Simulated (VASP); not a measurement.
Output of a VASP run:

### OSZICAR
```
       N       E                     dE             d eps       ncg     rms          rms(c)
DAV:   1     0.119238247546E+03    0.11924E+03   -0.93560E+03  2024   0.134E+03
DAV:   2    -0.123399300111E+02   -0.13158E+03   -0.12661E+03  2164   0.357E+02
DAV:   3    -0.147896523122E+02   -0.24497E+01   -0.24123E+01  2392   0.500E+01
DAV:   4    -0.148138844794E+02   -0.24232E-01   -0.24220E-01  2284   0.500E+00
DAV:   5    -0.148145296656E+02   -0.64519E-03   -0.64517E-03  2568   0.700E-01    0.145E+01
DAV:   6    -0.141953279402E+02    0.61920E+00   -0.34086E+00  2152   0.217E+01    0.269E+00
DAV:   7    -0.141397306930E+02    0.55597E-01   -0.21260E-01  2148   0.565E+00    0.249E+00
DAV:   8    -0.141243412954E+02    0.15389E-01   -0.14108E-02  2188   0.118E+00    0.209E-01
DAV:   9    -0.141242660738E+02    0.75222E-04   -0.20451E-04  2548   0.129E-01    0.140E-01
DAV:  10    -0.141242651102E+02    0.96365E-06   -0.21560E-05  2400   0.607E-02    0.150E-02
DAV:  11    -0.141242637708E+02    0.13393E-05   -0.15919E-06  2404   0.169E-02    0.624E-03
DAV:  12    -0.141242633596E+02    0.41122E-06   -0.43706E-08  1292   0.225E-03    0.227E-04
DAV:  13    -0.141242633796E+02   -0.20018E-07   -0.63773E-09  1088   0.852E-04
   1 F= -.15142387E+02 E0= -.15142284E+02  d E =-.309819E-03
```

**OUTCAR**
```
------------------------ aborting loop because EDIFF is reached ----------------------------------------
  Edisp (eV):   -1.01812
  FORCE on cell =-STRESS in cart. coord.  units (eV):
  Direction    XX          YY          ZZ          XY          YZ          ZX
  --------------------------------------------------------------------------------------
  Total       2.36618     2.36618     2.36618    -0.00000     0.00000     0.00000
  in kB     152.69973   152.69973   152.69973    -0.00000     0.00000     0.00000
  external pressure =      152.70 kB  Pullay stress =        0.00 kB
  volume of cell :       24.83
      direct lattice vectors                 reciprocal lattice vectors
     2.917248601  0.000000000  0.000000000     0.342788750  0.000000000  0.000000000
     0.000000000  2.917248601  0.000000000     0.000000000  0.342788750  0.000000000
     0.000000000  0.000000000  2.917248601     0.000000000  0.000000000  0.342788750
 POSITION                                       TOTAL-FORCE (eV/Angst)
 -----------------------------------------------------------------------------------
      1.45862      1.45862      1.45862         0.000000      0.000000      0.000000
      0.00000      0.00000      0.00000         0.000000      0.000000      0.000000
 -----------------------------------------------------------------------------------
    total drift:                                0.000000      0.000000      0.000000
  FREE ENERGIE OF THE ION-ELECTRON SYSTEM (eV)
  ---------------------------------------------------
  free  energy   TOTEN  =       -15.1423868490 eV

  energy  without entropy=      -15.1420770304  energy(sigma->0) =      -15.14228358
```
(Selected blocks of OUTCAR.)

**POSCAR**
```
RuAl
1
    2.9172486012     0.0000000000     0.0000000000
    0.0000000000     2.9172486012     0.0000000000
    0.0000000000     0.0000000000     2.9172486012
Al Ru
1 1
Direct
  0.5000000000   0.5000000000   0.5000000000
  0.0000000000   0.0000000000   0.0000000000
```

**Question.** Write an INCAR and KPOINTS that could have produced this output.

**Answer.** This is not unique; one that fits is the input of the run itself, PBE GGA with D4 dispersion, plane waves, VASP's PBE PAW potentials (set 64).

### KPOINTS
```
kpoints
0
G
  12 12 12
```

**INCAR**
```
! general
SYSTEM   =  RuAl
PREC     =  Accurate
ENCUT    =  520   ! plane-wave cut-off (eV)
LREAL    =  .FALSE.   ! projection in real space or not
LASPH    =  .TRUE.   ! aspherical one-centre terms

! electronic loop
EDIFF    =  1E-7   ! SCF stop (eV)
NELM     =  100   ! most electronic steps
ALGO     =  Normal
LMAXMIX  =  4

! smearing
ISMEAR   =  1   ! Methfessel-Paxton
SIGMA    =  0.1

! functional
GGA      =  PE
IVDW     =  13

! ions
ISIF     =  2

! output
LWAVE    =  .FALSE.
LCHARG   =  .FALSE.
```

POTCAR, in this order: Al Ru_pv (PBE.64 set). Program: vasp_std.

The compound is RuAl in the CsCl type structure. This cell is one point of a volume scan, at 0.94 of the reference volume. The electron count is odd and the run is not spin-polarised, which forces a metal.
